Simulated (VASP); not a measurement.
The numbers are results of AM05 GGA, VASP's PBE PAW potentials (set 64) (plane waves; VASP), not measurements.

VASP ran on this input.

**KPOINTS**
```
Automatic mesh
0
Gamma
11 11 6
0 0 0
```

**POSCAR**
```
Tb
1.0
  1.7876406028  -3.0962839056   0.0000000000
  1.7876406028   3.0962839056   0.0000000000
  0.0000000000   0.0000000000   5.5818957726
Tb
2
Cartesian
  1.7876406028   1.0320966994   1.3954739432
  1.7876406028  -1.0320966994   4.1864218295
```

### INCAR
```
SYSTEM = Tb
PREC = Accurate
ENCUT = 520
EDIFF = 1E-6
NELM = 100
ALGO = Normal
LREAL = .FALSE.
LASPH = .TRUE.
ISMEAR = 1
SIGMA = 0.1
GGA = AM
LMAXMIX = 6
LWAVE = .FALSE.
LCHARG = .FALSE.
IBRION = 2
ISIF = 3
NSW = 60
EDIFFG = -0.01
```

POTCAR, in this order: Tb_3 (PBE.64 set). Program: vasp_std.

Output

**OSZICAR**
```
       N       E                     dE             d eps       ncg     rms          rms(c)
DAV:   1     0.436553724478E+02    0.43655E+02   -0.89873E+03  1664   0.124E+03
DAV:   2    -0.733676465615E+01   -0.50992E+02   -0.49898E+02  1784   0.262E+02
DAV:   3    -0.948452413996E+01   -0.21478E+01   -0.19823E+01  2197   0.317E+01
DAV:   4    -0.953625821417E+01   -0.51734E-01   -0.51368E-01  1963   0.482E+00
DAV:   5    -0.953745863760E+01   -0.12004E-02   -0.11997E-02  2246   0.599E-01    0.244E+01
DAV:   6    -0.953142196635E+01    0.60367E-02   -0.24055E-02  1949   0.128E+00    0.146E+01
DAV:   7    -0.953491592106E+01   -0.34940E-02   -0.44269E-02  1829   0.174E+00    0.208E-01
DAV:   8    -0.953447724971E+01    0.43867E-03   -0.23238E-03  1909   0.397E-01    0.629E-02
DAV:   9    -0.953446485062E+01    0.12399E-04   -0.24974E-04  2094   0.126E-01    0.341E-02
DAV:  10    -0.953446141573E+01    0.34349E-05   -0.30063E-05  1899   0.411E-02    0.318E-02
DAV:  11    -0.953446091857E+01    0.49715E-06   -0.38699E-06  1834   0.162E-02
   1 F= -.95344609E+01 E0= -.95344864E+01  d E =-.953446E+01
```

**OUTCAR**
```
------------------------ aborting loop because EDIFF is reached ----------------------------------------
  FORCE on cell =-STRESS in cart. coord.  units (eV):
  Direction    XX          YY          ZZ          XY          YZ          ZX
  --------------------------------------------------------------------------------------
  Total       -0.0091521     -0.0091521     -0.0098087      0.0000000     -0.0000000      0.0000000
  in kB       -0.2373016     -0.2373015     -0.2543252      0.0000000     -0.0000000      0.0000000
  external PRESSURE =      -0.2429761 kB  Pullay stress =       0.0000000 kB
  volume of cell :       61.79
      direct lattice vectors                 reciprocal lattice vectors
     1.787640603 -3.096283906  0.000000000     0.279698279 -0.161483900  0.000000000
     1.787640603  3.096283906  0.000000000     0.279698279  0.161483900  0.000000000
     0.000000000  0.000000000  5.581895773     0.000000000  0.000000000  0.179150604
 POSITION                                       TOTAL-FORCE (eV/Angst)
 -----------------------------------------------------------------------------------
      1.78764      1.03210      1.39547        -0.000000      0.000000      0.000000
      1.78764     -1.03210      4.18642         0.000000     -0.000000      0.000000
 -----------------------------------------------------------------------------------
    total drift:                                0.000000      0.000106     -0.000010
  FREE ENERGIE OF THE ION-ELECTRON SYSTEM (eV)
  ---------------------------------------------------
  free  energy   TOTEN  =        -9.5344609186 eV

  energy  without entropy=       -9.5345373544  energy(sigma->0) =       -9.53448640

 reached required accuracy - stopping structural energy minimisation
```
(Selected blocks of OUTCAR.)

### OUTCAR
```
 val. band max:        3.3560463570   @ k =   0.3636   0.0909   0.1667

 cond. band min:       3.3707166419   @ k =   0.4545   0.0000   0.3333


 Fermi energy:         3.3612127789

 k-point     1 :       0.0000    0.0000    0.0000
  band No.  band energies     occupation
      1     -19.6326      2.00000
      2     -18.9349      2.00000
      3     -18.9349      2.00000
      4     -18.8004      2.00000
      5     -18.8004      2.00000
      6     -18.7418      2.00000
      7      -1.6938      2.00000
      8       1.1141      2.00000
      9       4.8906     -0.00000
     10       5.0804     -0.00000
     11       5.0804     -0.00000
     12       5.4964      0.00000
     13       5.8264      0.00000

 k-point     2 :       0.0909    0.0000    0.0000
  band No.  band energies     occupation
      1     -19.6112      2.00000
      2     -18.9790      2.00000
      3     -18.9500      2.00000
      4     -18.8473      2.00000
      5     -18.8057      2.00000
      6     -18.7523      2.00000
      7      -1.4868      2.00000
      8       1.3112      2.00000
      9       4.5909     -0.00000
     10       4.6151     -0.00000
     11       5.2776     -0.00000
     12       5.5897      0.00000
     13       5.8502      0.00000

 k-point     3 :       0.1818    0.0000    0.0000
  band No.  band energies     occupation
      1     -19.5502      2.00000
      2     -19.0974      2.00000
      3     -18.9888      2.00000
      4     -18.9686      2.00000
      5     -18.8215      2.00000
      6     -18.7838      2.00000
      7      -0.9069      2.00000
      8       1.8103      2.00000
      9       3.8946     -0.00000
     10       3.9616     -0.00000
     11       5.1154     -0.00000
     12       5.6724      0.00000
     13       5.6888      0.00000

 k-point     4 :       0.2727   -0.0000    0.0000
  band No.  band energies     occupation
      1     -19.4597      2.00000
      2     -19.2524      2.00000
      3     -19.1185      2.00000
...
```

The 4f electrons are frozen in the core of the lanthanide potential, so 4f levels, which can set the real gap, and their magnetism are missing.

The compound is Tb in the hcp structure. It was relaxed first. The start is the result of an earlier pass.
